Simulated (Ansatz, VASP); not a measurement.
# Cross-check of Al21ZnGa16O57 (partly crystallised 42Ga2O3-58Al2O3 (mol %)) between VASP and Ansatz, part 2 of 3

Wanted: the spread between two codes on one cell, functional and k mesh. Of the first pair: The structure shown is the start of the Ansatz relaxation below; VASP solves that cell, so the two are compared at the walk's first step.

VASP 6.6.1 and Ansatz 0.2.0.

So far: Set-up; Ansatz: relaxation, PBEsol.

## 3. VASP: single point, PBEsol, start cell, pair 1

Level of this step: PBEsol, spin-polarised from a ferromagnetic start; plane waves and PAW (Ga_d, Al, Zn, O) (VASP).

The same cell, functional, mesh and smearing now go to VASP, with its own data sets.

Lines of VASP's logs that name or quote its potential files are left out, and so is its time.

Input file INCAR:

```
SYSTEM = Al21ZnGa16O57
PREC = Accurate
ENCUT = 520
EDIFF = 1E-06
NELM = 200
ISMEAR = -1
SIGMA = 0.025
LREAL = Auto
ALGO = Normal
GGA = PS
NBANDS = 384
ISPIN = 2
MAGMOM = 0 -0 0 0 -0 -0 0 -0 0 0 0 0 -0 -0 -0 -0 -0 0 -0 -0 -0 0 -0 -0 -0 -0 -0 -0 0 0 -0 -0 -0 0 -0 -0 0 0.17 0 0 -0 -0 0 0 -0 0 0 0.01 0 0 0.13 0 0 -0 0 0 -0 -0 -0 0 0 0 -0 0.01 0.01 0 0 0.02 0 0.17 0.13 0 0 0.17 0.01 0 -0 0.01 -0 0 -0 0 0.01 0 0 0 0.02 0 0 0.01 0 0.01 0 0 -0
LORBIT = 11
LWAVE = .FALSE.
LCHARG = .FALSE.
ISIF = 2
LASPH = .TRUE.
GGA_COMPAT = .FALSE.
NCORE = 2
```

Input file POSCAR:

```
Al21ZnGa16O57
1.0
    9.8198500000      0.0000000000      0.0000000000
    0.0000000000      9.8198500000      0.0000000000
    0.0000000000      0.0000000000      9.8198500000
Ga Al Zn O
16 21 1 57
Direct
    0.4397623182      0.9216841398      0.6902243924
    0.2221520695      0.6965788683      0.7391864438
[... 2 atom lines left out ...]
    0.0270879901      0.4593247351      0.3092206093
    0.5793978523      0.9835588120      0.4075520502
    0.9646481362      0.0617117369      0.1177105557
[... 1 atom line left out ...]
    0.5634098281      0.4722271725      0.3692520762
[... 1 atom line left out ...]
    0.7558669430      0.4750378061      0.1143398321
    0.7768754105      0.7011512396      0.3758815053
[... 1 atom line left out ...]
    0.0298171561      0.2355127624      0.5523607794
[... 5 atom lines left out ...]
    0.6782995667      0.2671629404      0.6013431977
[... 3 atom lines left out ...]
    0.8878241521      0.0124441819      0.4410250666
[... 1 atom line left out ...]
    0.9591185201      0.5506703259      0.5989399023
[... 1 atom line left out ...]
    0.5753041034      0.2242294943      0.1720494712
[... 6 atom lines left out ...]
    0.7640849911      0.8173750108      0.1097674608
    0.3490277346      0.1784243140      0.5377373381
[... 1 atom line left out ...]
    0.7893195925      0.2388223853      0.3484167273
[... 2 atom lines left out ...]
    0.9302076916      0.3799752542      0.6451931547
[... 3 atom lines left out ...]
    0.8443509830      0.8491575737      0.4941012337
[... 5 atom lines left out ...]
    0.7395123143      0.3072552025      0.1862350240
[... 3 atom lines left out ...]
    0.4285605177      0.5050993651      0.5095597183
    0.1617030810      0.1982413173      0.1645849988
[... 2 atom lines left out ...]
    0.4728381798      0.3716248212      0.2388325687
    0.1090240686      0.9420001324      0.1974877417
[... 2 atom lines left out ...]
    0.6823118479      0.5795811545      0.2578043453
    0.6519447853      0.6669551979      0.5302728657
    0.5998156795      0.4820134727      0.9799640524
[... 1 atom line left out ...]
    0.9792308436      0.1949418779      0.9870619205
    0.6190522258      0.1843714517      0.9928155725
[... 1 atom line left out ...]
    0.6959169437      0.3704537238      0.4525425541
    0.8697179692      0.0789828765      0.2777333666
    0.4117068998      0.1482100032      0.1226800817
[... 1 atom line left out ...]
    0.8005315763      0.1477517477      0.5199061085
    0.5952534917      0.9294235655      0.5854570080
    0.8358783484      0.4377154437      0.9135373758
    0.9436804025      0.5930945992      0.4229188837
    0.6166591139      0.1380672821      0.3230497411
    0.0590131214      0.0521189224      0.4725835934
[... 1 atom line left out ...]
    0.2158994282      0.4563919001      0.3028355830
    0.9489554321      0.4939993992      0.1433830456
    0.7408972642      0.2129665932      0.7761829356
    0.5111279704      0.1993614974      0.5961903695
[... 1 atom line left out ...]
    0.3162573766      0.1641776606      0.3643029171
    0.6345208939      0.4499050393      0.7175873359
[... 2 atom lines left out ...]
    0.8065499982      0.9750250768      0.0356115419
[... 2 atom lines left out ...]
    0.9671634495      0.3035891587      0.3832543267
    0.0266908354      0.1415805740      0.7229540166
    0.6509773571      0.8481901455      0.2892203038
```

Input file KPOINTS:

```
Automatic mesh
0
Gamma
1 1 1
0 0 0
```

PAW data sets: Ga_d, Al, Zn and O (PBE family, release 64).

Started as:

```bash
mpirun -np 8 vasp_gam
```

Numbers of over 12 decimals in the logs are rounded to 6 here.

Log:

```text
[banner, memory and clock lines left out]
running    8 mpi-ranks, on    1 nodes
[...]
|                                                                             |
|               ----> ADVICE to this user running VASP <----                  |
|                                                                             |
|     You enforced a specific xc type in the INCAR file but a different       |
|     [... a line on the potential file left out ...]
|     I HOPE YOU KNOW WHAT YOU ARE DOING!                                     |
|                                                                             |

 LDA part: xc-table for (Slater+PW92), standard interpolation
 POSCAR, INCAR and KPOINTS ok, starting setup
[...]
entering main loop
       N       E                     dE             d eps       ncg     rms          rms(c)
DAV:   1     0.161148827661E+05    0.16115E+05   -0.23537E+05  1640   0.274E+03
DAV:   2     0.364518264016E+04   -0.12470E+05   -0.11623E+05  1536   0.846E+02
DAV:   3    -0.246419935153E+03   -0.38916E+04   -0.36259E+04  2080   0.349E+02
DAV:   4    -0.721767104460E+03   -0.47535E+03   -0.46757E+03  2120   0.133E+02
[...]
DAV:  19    -0.662119057556E+03    0.24993E-05   -0.59921E-05  2152   0.339E-02    0.145E-02
DAV:  20    -0.662119057834E+03   -0.27784E-06   -0.33821E-05  1992   0.203E-02    0.729E-03
DAV:  21    -0.662119057421E+03    0.41227E-06   -0.56428E-06  1592   0.159E-02
   1 F= -.66211906E+03 E0= -.66211620E+03  d E =-.571168E-02  mag=     0.9999
```

OUTCAR, selected parts (step 3):

```text
  Total       14.8120046     23.7032291     38.9695997      3.2528564      1.7396075      8.1911004
  in kB       25.0616614     40.1054631     65.9359042      5.5037781      2.9433865     13.8592035
  external PRESSURE =      43.7010096 kB  Pullay stress =       0.0000000 kB

 POSITION                                       TOTAL-FORCE (eV/Angst)
 -----------------------------------------------------------------------------------
      4.31840      9.05080      6.77790        -0.018594      0.036304     -0.038578
      2.18150      6.84030      7.25870        -0.035043     -0.024850     -0.014932
      7.00740      0.41940      8.66620         0.016561     -0.058105      0.014640
      1.91290      7.96850      0.17860         0.000220     -0.006350      0.017001
      0.26600      4.51050      3.03650        -0.094686     -0.397436      0.189060
      5.68960      9.65840      4.00210        -0.015520      0.312220     -0.221429
      9.47270      0.60600      1.15590         0.085855      0.140537     -0.063210
[...]
5.01920      1.95770      5.85450         0.118111      0.046466      0.077507
      1.51370      6.66620      1.52740         0.003361      0.008414     -0.009397
      3.10560      1.61220      3.57740        -0.022054     -0.003721      0.004723
      6.23090      4.41800      7.04660         0.005876     -0.055927     -0.129170
      2.46670      1.23360      8.84830         0.012279     -0.001324     -0.018179
      1.65830      7.75390      4.13990        -0.018112      0.002491     -0.011850
[...]
-----------------------------------------------------------------------------------
    total drift:                                0.018329     -0.002192     -0.007014

  FREE ENERGIE OF THE ION-ELECTRON SYSTEM (eV)
  ---------------------------------------------------
  free  energy   TOTEN  =      -662.1190574214 eV

  energy  without entropy=     -662.1133457381  energy(sigma->0) =     -662.11620158

 magnetization (x)
# of ion       s       p       d       tot
------------------------------------------
    1       -0.000  -0.000   0.000   0.000
    2       -0.000  -0.000   0.000  -0.000
    3       -0.000   0.000   0.000   0.000
    4       -0.000   0.000   0.000   0.000
    5       -0.000  -0.000   0.000  -0.000
    6       -0.000  -0.000   0.000  -0.000
    7       -0.000   0.001   0.003   0.003
    8       -0.000   0.000   0.000   0.000
    9        0.000   0.001   0.002   0.002
   10       -0.000  -0.000   0.000  -0.000
   11        0.000   0.003   0.003   0.006
   12        0.000   0.000   0.000   0.000
   13       -0.000  -0.000   0.000  -0.000
[...]
--------------------------------------------------
tot          0.009   0.632   0.258   0.899

[... 3 further parts left out ...]
[key lines of the parts left out:]
E-fermi :   5.3497
```

The run ends at a pressure of 4.37 GPa, with forces up to 2.4 eV/Å.

## 4. Comparison

Known differences besides the potentials themselves: VASP starts from the moments at which Ansatz ended; the cutoff is 420 eV in Ansatz and 520 eV in VASP (PREC = Accurate, projectors in real space); Ansatz makes its cores anew for this functional, VASP keeps those of its PBE data sets. Total energies have different zeros and are not compared.

Forces on 7 of the 95 atoms, those with the largest forces and the largest differences (eV/Å; atoms numbered as in POSCAR):

| atom | Ansatz x, y, z | VASP x, y, z |
| --- | --- | --- |
| Ga14 | 0.113, 0.280, -0.439 | 0.126, 0.275, -0.452 |
| O51 | -0.621, 0.491, -1.827 | -0.657, 0.570, -1.971 |
| O70 | -0.603, 1.116, 0.966 | -0.665, 1.205, 1.020 |
| O71 | 0.541, -1.395, -0.636 | 0.593, -1.484, -0.712 |
| O74 | 0.001, -0.479, 1.292 | -0.019, -0.522, 1.410 |
| O78 | -1.554, -1.043, -0.139 | -1.611, -1.106, -0.117 |
| O93 | 2.155, 0.630, 0.635 | 2.233, 0.674, 0.642 |

The forces differ by 23 meV/Å r.m.s., which is 7.9 % of the r.m.s. force of 0.293 eV/Å (both taken over all components). Moments aren't recorded for both runs of this pair, so they may hold unlike magnetic states.

## 5. Ansatz: relaxation, PBEsol

This run makes the geometry at which the two programs are then compared.

The structure compared here is the end of the Ansatz relaxation.

Input file input.yaml:

```yaml
crystal:
  lattice:
    - [9.81985, 0.0, 0.0]
    - [0.0, 9.81985, 0.0]
    - [0.0, 0.0, 9.81985]
  atoms:
    - { symbol: Ga, position: [0.43976, 0.92168, 0.69022] }
    - { symbol: Ga, position: [0.22215, 0.69658, 0.73919] }
[... 2 atom lines left out ...]
    - { symbol: Ga, position: [0.02709, 0.45932, 0.30922] }
    - { symbol: Ga, position: [0.5794, 0.98356, 0.40755] }
    - { symbol: Ga, position: [0.96465, 0.06171, 0.11771] }
[... 1 atom line left out ...]
    - { symbol: Ga, position: [0.56341, 0.47223, 0.36925] }
[... 1 atom line left out ...]
    - { symbol: Ga, position: [0.75587, 0.47504, 0.11434] }
    - { symbol: Ga, position: [0.77688, 0.70115, 0.37588] }
[... 1 atom line left out ...]
    - { symbol: Ga, position: [0.02982, 0.23551, 0.55236] }
[... 5 atom lines left out ...]
    - { symbol: Al, position: [0.6783, 0.26716, 0.60134] }
[... 3 atom lines left out ...]
    - { symbol: Al, position: [0.88782, 0.01244, 0.44103] }
[... 1 atom line left out ...]
    - { symbol: Al, position: [0.95912, 0.55067, 0.59894] }
[... 1 atom line left out ...]
    - { symbol: Al, position: [0.5753, 0.22423, 0.17205] }
[... 6 atom lines left out ...]
    - { symbol: Al, position: [0.76409, 0.81737, 0.10977] }
    - { symbol: Al, position: [0.34903, 0.17842, 0.53774] }
[... 1 atom line left out ...]
    - { symbol: Zn, position: [0.78932, 0.23882, 0.34842], spin: 0.6 }
[... 2 atom lines left out ...]
    - { symbol: O, position: [0.93021, 0.37998, 0.64519] }
[... 3 atom lines left out ...]
    - { symbol: O, position: [0.84435, 0.84916, 0.4941] }
[... 5 atom lines left out ...]
    - { symbol: O, position: [0.73951, 0.30726, 0.18624], spin: 0.6 }
[... 3 atom lines left out ...]
    - { symbol: O, position: [0.42856, 0.5051, 0.50956] }
    - { symbol: O, position: [0.1617, 0.19824, 0.16459] }
[... 2 atom lines left out ...]
    - { symbol: O, position: [0.47284, 0.37162, 0.23883] }
    - { symbol: O, position: [0.10902, 0.942, 0.19749] }
[... 2 atom lines left out ...]
    - { symbol: O, position: [0.68231, 0.57958, 0.2578] }
    - { symbol: O, position: [0.65194, 0.66696, 0.53027] }
    - { symbol: O, position: [0.59982, 0.48201, 0.97996] }
[... 1 atom line left out ...]
    - { symbol: O, position: [0.97923, 0.19494, 0.98706] }
    - { symbol: O, position: [0.61905, 0.18437, 0.99282] }
[... 1 atom line left out ...]
    - { symbol: O, position: [0.69592, 0.37045, 0.45254], spin: 0.6 }
    - { symbol: O, position: [0.86972, 0.07898, 0.27773], spin: 0.6 }
    - { symbol: O, position: [0.41171, 0.14821, 0.12268] }
[... 1 atom line left out ...]
    - { symbol: O, position: [0.80053, 0.14775, 0.51991], spin: 0.6 }
    - { symbol: O, position: [0.59525, 0.92942, 0.58546] }
    - { symbol: O, position: [0.83588, 0.43772, 0.91354] }
    - { symbol: O, position: [0.94368, 0.59309, 0.42292] }
    - { symbol: O, position: [0.61666, 0.13807, 0.32305], spin: 0.6 }
    - { symbol: O, position: [0.05901, 0.05212, 0.47258] }
[... 1 atom line left out ...]
    - { symbol: O, position: [0.2159, 0.45639, 0.30284] }
    - { symbol: O, position: [0.94896, 0.494, 0.14338] }
    - { symbol: O, position: [0.7409, 0.21297, 0.77618] }
    - { symbol: O, position: [0.51113, 0.19936, 0.59619] }
[... 1 atom line left out ...]
    - { symbol: O, position: [0.31626, 0.16418, 0.3643] }
    - { symbol: O, position: [0.63452, 0.4499, 0.71759] }
[... 2 atom lines left out ...]
    - { symbol: O, position: [0.80655, 0.97502, 0.03561] }
[... 2 atom lines left out ...]
    - { symbol: O, position: [0.96716, 0.30359, 0.38325], spin: 0.6 }
    - { symbol: O, position: [0.02669, 0.14158, 0.72295] }
    - { symbol: O, position: [0.65098, 0.84819, 0.28922] }
magnetization:
  spin_polarized: true
kpoints:
  mp_grid: { grid: [1, 1, 1] }
hamiltonian:
  xc: pbesol
scf:
  occupations: { method: fermi_dirac, width: 0.025 }
  lower_state_search: "off"
output:
  forces: true
  eigenvalues: true
relax:
  f_tol: 0.05
  max_steps: 90
```

Started as:

```bash
ansatz run input.yaml --threads 4 --pin off --max-ram 8192MiB --backend cpu --events-out ev --progress --plain --runs-dir out
```

Log:

```text
[...]
Crystal: 95 atoms, lattice volume = 946.923 Å³
Basis set: ecut = 420 eV, 18613 PW (Γ), exchange–correlation on 144×144×144 points (8 copies of the dense FFT grid, shifted against one another)
Bands: 410, of which v1, the nominal top of the filled ones, is band 313 counted from 1 (312 counted from 0)
Symmetry: 1 space group operations
[...]
k-points: 1
[...]
Starting moments: Σ|m| = 4.2 μB on 7 of 95 sites
[...]
- { symbol: O, position: [0.099752, 0.389774, 0.874185] }
    - { symbol: O, position: [0.928906, 0.379264, 0.645485] }
    - { symbol: O, position: [0.594744, 0.788431, 0.056754] }
    - { symbol: O, position: [0.059710, 0.929144, 0.941609] }
    - { symbol: O, position: [0.377874, 0.634358, 0.00790517] }
    - { symbol: O, position: [0.842109, 0.850918, 0.494012] }
    - { symbol: O, position: [0.224255, 0.295930, 0.586277] }
[...]
- { symbol: O, position: [0.798180, 0.911937, 0.770207] }
    - { symbol: O, position: [0.988401, 0.301645, 0.385647] }
    - { symbol: O, position: [0.026669, 0.141579, 0.723121] }
    - { symbol: O, position: [0.651092, 0.845317, 0.288876] }
```

[end of part 2 of 3]

[Lines on the potential files, build, host, timing and source positions are cut from VASP's logs without a mark.]

[Logs are printed without paths, hosts, clocks, repeated set-up lines and the standing remarks that a program may print on its own settings, such as how far it seeks lower states.]

[Hosts, paths, dates, database ids (printed as entryN), source tags and the programs' standing remarks are cut or masked in the printed files.]
